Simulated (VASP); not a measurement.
Data:

```
GaN
1.0
    0.00000     2.27507     2.27507
    2.27507     0.00000     2.27507
    2.27507     2.27507     0.00000
Ga N
1 1
Direct
  0.00000   0.00000   0.00000
  0.25000   0.25000   0.25000
```

Calculation: PBE GGA, VASP's PBE PAW potentials (set 64) (plane waves; VASP). Numerical set-up: 520 eV cut-off, Gaussian smearing of 0.050 eV, potentials Ga_d N.

Q: Give the energies of bands 7 to 11 at the high-symmetry points, in eV from the valence-band maximum.

A: 
```csv
band,Γ,X,U,L,W
7,0.00,-6.01,-5.75,-6.85,-5.59
8,0.00,-2.60,-4.10,-0.93,-3.57
9,0.00,-2.60,-2.09,-0.93,-3.50
10,1.54,3.34,4.95,4.44,6.17
11,10.12,6.49,7.63,8.58,8.09
```

The gap is direct, 1.54 eV, from the valence maximum at Γ to the conduction minimum at Γ.

The compound is GaN in the zinc blende structure, a metastable form; wurtzite is the usual one. It was relaxed first.
